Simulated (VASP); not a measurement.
Output of a VASP run:

OSZICAR:
```
       N       E                     dE             d eps       ncg     rms          rms(c)
DAV:   1     0.100298936655E+03    0.10030E+03   -0.74542E+03   541   0.128E+03
DAV:   2    -0.324030978434E+01   -0.10354E+03   -0.10078E+03   550   0.304E+02
DAV:   3    -0.991955626441E+01   -0.66792E+01   -0.66351E+01   675   0.831E+01
DAV:   4    -0.101047681813E+02   -0.18521E+00   -0.18514E+00   615   0.153E+01
DAV:   5    -0.101142136927E+02   -0.94455E-02   -0.94453E-02   779   0.285E+00    0.597E+00
DAV:   6    -0.971744084866E+01    0.39677E+00   -0.71729E-01   763   0.158E+01    0.362E+00
DAV:   7    -0.967419856096E+01    0.43242E-01   -0.18072E-01   713   0.381E+00    0.118E+00
DAV:   8    -0.966892856068E+01    0.52700E-02   -0.15291E-02   713   0.173E+00    0.450E-01
DAV:   9    -0.966860121043E+01    0.32735E-03   -0.16225E-03   670   0.623E-01    0.193E-01
DAV:  10    -0.966860792114E+01   -0.67107E-05   -0.15322E-04   641   0.101E-01    0.120E-01
DAV:  11    -0.966861137269E+01   -0.34515E-05   -0.24762E-05   761   0.649E-02    0.392E-02
DAV:  12    -0.966860970755E+01    0.16651E-05   -0.70779E-06   610   0.507E-02    0.175E-02
DAV:  13    -0.966860966148E+01    0.46076E-07   -0.28411E-07   320   0.525E-03
   1 F= -.96686097E+01 E0= -.96686097E+01  d E =-.966861E+01
```

OUTCAR:
```
------------------------ aborting loop because EDIFF is reached ----------------------------------------
  FORCE on cell =-STRESS in cart. coord.  units (eV):
  Direction    XX          YY          ZZ          XY          YZ          ZX
  --------------------------------------------------------------------------------------
  Total       -0.0133408     -0.0133408     -0.0133408      0.0000000      0.0000000      0.0000000
  in kB       -0.4318951     -0.4318951     -0.4318951      0.0000000      0.0000000      0.0000000
  external PRESSURE =      -0.4318951 kB  Pullay stress =       0.0000000 kB
  volume of cell :       49.49
      direct lattice vectors                 reciprocal lattice vectors
     0.000000000  2.914033010  2.914033010    -0.171583506  0.171583506  0.171583506
     2.914033010  0.000000000  2.914033010     0.171583506 -0.171583506  0.171583506
     2.914033010  2.914033010  0.000000000     0.171583506  0.171583506 -0.171583506
  FREE ENERGIE OF THE ION-ELECTRON SYSTEM (eV)
  ---------------------------------------------------
  free  energy   TOTEN  =        -9.6686096615 eV

  energy  without entropy=       -9.6686096615  energy(sigma->0) =       -9.66860966

 reached required accuracy - stopping structural energy minimisation
```
(Selected blocks of OUTCAR.)

POSCAR:
```
InP
1
    0.0000000000     2.9140330105     2.9140330105
    2.9140330105     0.0000000000     2.9140330105
    2.9140330105     2.9140330105    -0.0000000000
In P
1 1
Direct
  0.0000000000   0.0000000000   0.0000000000
  0.2500000000   0.2500000000   0.2500000000
```

Q: Write an INCAR and KPOINTS that could have produced this output.

A: This is not unique; one that fits is the input of the run itself, LDA (Ceperley-Alder, Perdew-Zunger), plane waves, VASP's LDA PAW potentials (set 64).

### KPOINTS
```
K-points
0
gamma
 7 7 7
```

### INCAR
```
# general
SYSTEM =InP
PREC   =Accurate
ENCUT  =400
LREAL  =.FALSE.
LASPH  =.TRUE.

# electronic loop
EDIFF  =1E-6
NELM   =100
ALGO   =Normal
LMAXMIX=4

# smearing
ISMEAR =0
SIGMA  =0.05

# ions
IBRION =2
NSW    =60
ISIF   =3
EDIFFG =-0.01

# output
LWAVE  =.FALSE.
LCHARG =.FALSE.
```

POTCAR, in this order: In_d P (LDA.64 set). Program: vasp_std.

The structure comes from a computed database's InP entry (F-43m); how it stands against other phases isn't given here. It was relaxed first. The start is the result of an earlier pass.
